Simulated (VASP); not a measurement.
All values below come from TPSS meta-GGA, VASP's PBE PAW potentials (set 64) (plane waves; VASP 6.6.1).

Input for VASP

KPOINTS_OPT:
```
k-points along high-symmetry lines
10
Line-mode
Reciprocal
  0.000000   0.000000   0.000000 ! GAMMA
  0.500000   0.000000   0.500000 ! X

  0.500000   0.000000   0.500000 ! X
  0.625000   0.250000   0.625000 ! U

  0.375000   0.375000   0.750000 ! K
  0.000000   0.000000   0.000000 ! GAMMA

  0.000000   0.000000   0.000000 ! GAMMA
  0.500000   0.500000   0.500000 ! L

  0.500000   0.500000   0.500000 ! L
  0.500000   0.250000   0.750000 ! W

  0.500000   0.250000   0.750000 ! W
  0.500000   0.000000   0.500000 ! X
```

**POSCAR**
```
Sr
1
    0.0000000000     3.0172200896     3.0172200896
    3.0172200896     0.0000000000     3.0172200896
    3.0172200896     3.0172200896     0.0000000000
Sr
1
Direct
  0.0000000000   0.0000000000   0.0000000000
```

File KPOINTS:
```
Automatic
0
gamma
 12 12 12
0 0 0
```

INCAR:
```
SYSTEM = Sr
PREC = Accurate; ENCUT = 520; LREAL = .FALSE.
LASPH = .TRUE.
EDIFF = 1E-7; NELM = 100; ALGO = Normal
LMAXMIX = 4; LMIXTAU = .TRUE.
ISMEAR = -5
METAGGA = TPSS
ISIF = 2
LWAVE = .FALSE.; LCHARG = .FALSE.; LORBIT = 11
NEDOS = 601
```

POTCAR, in this order: Sr_sv (PBE.64 set). Program: vasp_std.

Output of the run:

File OUTCAR:
```
 ion  position               nearest neighbor table
   1  0.000  0.000  0.000-
  LATTYP: Found a face centered cubic cell.
 ALAT       =     6.0344401792
 Subroutine PRICEL returns:
 Original cell was already a primitive cell.
 Subroutine GETGRP returns: Found 48 space group operations
The static configuration has the point symmetry O_h .
The dynamic configuration has the point symmetry O_h .
 Subroutine INISYM returns: Found 48 space group operations
 Subroutine IBZKPT returns following result:
 Found     72 irreducible k-points:

 Following reciprocal coordinates:
            Coordinates               Weight
  0.000000  0.000000  0.000000      1.000000
  0.083333  0.000000  0.000000      8.000000
  0.166667  0.000000  0.000000      8.000000
  0.250000  0.000000  0.000000      8.000000
  0.333333  0.000000  0.000000      8.000000
  0.416667  0.000000  0.000000      8.000000
  0.500000  0.000000  0.000000      4.000000
  0.083333  0.083333  0.000000      6.000000
  0.166667  0.083333  0.000000     24.000000
  0.250000  0.083333  0.000000     24.000000
  0.333333  0.083333  0.000000     24.000000
  0.416667  0.083333  0.000000     24.000000
  0.500000  0.083333  0.000000     24.000000
 -0.416667  0.083333  0.000000     24.000000
 -0.333333  0.083333  0.000000     24.000000
 -0.250000  0.083333  0.000000     24.000000
 -0.166667  0.083333  0.000000     24.000000
 -0.083333  0.083333  0.000000     12.000000
  0.166667  0.166667  0.000000      6.000000
  0.250000  0.166667  0.000000     24.000000
  0.333333  0.166667  0.000000     24.000000
  0.416667  0.166667  0.000000     24.000000
  0.500000  0.166667  0.000000     24.000000
 -0.416667  0.166667  0.000000     24.000000
 -0.333333  0.166667  0.000000     24.000000
 -0.250000  0.166667  0.000000     24.000000
 -0.166667  0.166667  0.000000     12.000000
  0.250000  0.250000  0.000000      6.000000
  0.333333  0.250000  0.000000     24.000000
  0.416667  0.250000  0.000000     24.000000
  0.500000  0.250000  0.000000     24.000000
 -0.416667  0.250000  0.000000     24.000000
 -0.333333  0.250000  0.000000     24.000000
 -0.250000  0.250000  0.000000     12.000000
  0.333333  0.333333  0.000000      6.000000
  0.416667  0.333333  0.000000     24.000000
  0.500000  0.333333  0.000000     24.000000
 -0.416667  0.333333  0.000000     24.000000
 -0.333333  0.333333  0.000000     12.000000
  0.416667  0.416667  0.000000      6.000000
   k-points           NKPTS =     72   k-points in BZ     NKDIM =     72   number of bands    NBANDS=      9
   number of dos      NEDOS =    601   number of ions     NIONS =      1
   total plane-waves  NPLWV =  32768
   dimension x,y,z NGX =    32 NGY =   32 NGZ =   32
   dimension x,y,z NGXF=    64 NGYF=   64 NGZF=   64
   ions per type =               1
   PREC   = accura    normal or accurate (medium, high low for compatibility)
   ISTART =      0    job   : 0-new  1-cont  2-samecut
   ICHARG =      2    charge: 1-file 2-atom 10-const
   ISPIN  =      1    spin polarized calculation?
   LNONCOLLINEAR =      F non collinear calculations
   LSORBIT =      F    spin-orbit coupling
   INIWAV =      1    electr: 0-lowe 1-rand  2-diag
   ENCUT  =  520.0 eV  38.22 Ry    6.18 a.u.   7.93  7.93  7.93*2*pi/ulx,y,z
   NELM   =    100;   NELMIN=  2; NELMDL= -5     # of ELM steps
   EDIFF  = 0.1E-06   stopping-criterion for ELM
   LREAL  =      F    real-space projection
   NLSPLINE    = F    spline interpolate recip. space projectors
   LMAXMIX     =    4 max onsite mixed and CHGCAR
   VOSKOWN=      0    Vosko Wilk Nusair interpolation
...
```

File OSZICAR:
```
       N       E                     dE             d eps       ncg     rms          rms(c)
DAV:   1     0.692566341547E+02    0.69257E+02   -0.64912E+03  1986   0.693E+03
DAV:   2     0.921091577829E+01   -0.60046E+02   -0.58921E+02  1746   0.320E+02
DAV:   3     0.507499137155E+01   -0.41359E+01   -0.41221E+01  2306   0.954E+01
DAV:   4     0.499494014149E+01   -0.80051E-01   -0.80390E-01  2272   0.127E+01
DAV:   5     0.499238796236E+01   -0.25522E-02   -0.25510E-02  2326   0.168E+00    0.790E+01
DAV:   6    -0.102642971767E+02   -0.15257E+02   -0.36251E+01  1630   0.734E+01    0.180E+01
DAV:   7    -0.103082815908E+02   -0.43984E-01   -0.12828E+00  2084   0.104E+01    0.156E+01
DAV:   8    -0.102944299948E+02    0.13852E-01   -0.38635E-02  1697   0.191E+00    0.108E+01
DAV:   9    -0.103171602720E+02   -0.22730E-01   -0.30048E-01  1332   0.655E+00    0.151E+00
DAV:  10    -0.102473384270E+02    0.69822E-01   -0.29252E-01  1296   0.105E+01    0.419E-01
DAV:  11    -0.103308556246E+02   -0.83517E-01   -0.29494E-01  1298   0.832E+00    0.108E+00
DAV:  12    -0.102929403175E+02    0.37915E-01   -0.10519E-01  1315   0.409E+00    0.260E-01
DAV:  13    -0.102948741644E+02   -0.19338E-02   -0.26345E-03  1979   0.521E-01    0.801E-01
DAV:  14    -0.102942640661E+02    0.61010E-03   -0.48864E-04  1406   0.261E-01    0.704E-01
DAV:  15    -0.102949721964E+02   -0.70813E-03   -0.65510E-04  1344   0.315E-01    0.478E-02
DAV:  16    -0.102946494050E+02    0.32279E-03   -0.34006E-04  1343   0.230E-01    0.115E-01
DAV:  17    -0.102951018292E+02   -0.45242E-03   -0.23556E-04  1351   0.187E-01    0.796E-03
DAV:  18    -0.102950969812E+02    0.48480E-05   -0.92287E-06  1607   0.335E-02    0.828E-03
DAV:  19    -0.102950961848E+02    0.79640E-06   -0.95733E-06  1361   0.355E-02    0.193E-02
DAV:  20    -0.102951040981E+02   -0.79133E-05   -0.47190E-06  1355   0.286E-02    0.389E-03
DAV:  21    -0.102951050463E+02   -0.94814E-06   -0.33526E-07  1822   0.750E-03    0.216E-03
DAV:  22    -0.102951045202E+02    0.52607E-06   -0.12302E-07  1394   0.396E-03    0.183E-03
DAV:  23    -0.102951046671E+02   -0.14689E-06   -0.10356E-07  1349   0.430E-03    0.718E-04
DAV:  24    -0.102951045157E+02    0.15142E-06   -0.39313E-08   840   0.269E-03    0.108E-04
DAV:  25    -0.102951044932E+02    0.22526E-07   -0.25987E-09   690   0.474E-04
   1 F= -.10295104E+02 E0= -.10295104E+02  d E =0.000000E+00
       N       E                     dE             ncg
```

### OUTCAR
```
------------------------ aborting loop because EDIFF is reached ----------------------------------------
  FORCE on cell =-STRESS in cart. coord.  units (eV):
  Direction    XX          YY          ZZ          XY          YZ          ZX
  --------------------------------------------------------------------------------------
  Total       -0.0501787     -0.0501787     -0.0501787      0.0000000      0.0000000      0.0000000
  in kB       -1.4634528     -1.4634528     -1.4634528      0.0000000      0.0000000      0.0000000
  external PRESSURE =      -1.4634528 kB  Pullay stress =       0.0000000 kB
  volume of cell :       54.94
      direct lattice vectors                 reciprocal lattice vectors
     0.000000000  3.017220090  3.017220090    -0.165715455  0.165715455  0.165715455
     3.017220090  0.000000000  3.017220090     0.165715455 -0.165715455  0.165715455
     3.017220090  3.017220090  0.000000000     0.165715455  0.165715455 -0.165715455
 POSITION                                       TOTAL-FORCE (eV/Angst)
 -----------------------------------------------------------------------------------
      0.00000      0.00000      0.00000        -0.000000      0.000000      0.000000
 -----------------------------------------------------------------------------------
    total drift:                                0.000000      0.000000      0.000000
  FREE ENERGIE OF THE ION-ELECTRON SYSTEM (eV)
  ---------------------------------------------------
  free  energy   TOTEN  =       -10.2951044932 eV

  energy  without entropy=      -10.2951044932  energy(sigma->0) =      -10.29510449

 total charge

# of ion       s       p       d       tot
------------------------------------------
    1        2.060   5.777   0.130   7.967
```
(Selected blocks of OUTCAR.)

For a metal the tetrahedron method with Blöchl corrections gives inexact stress and forces.

The compound is Sr in the fcc structure. It was relaxed first.
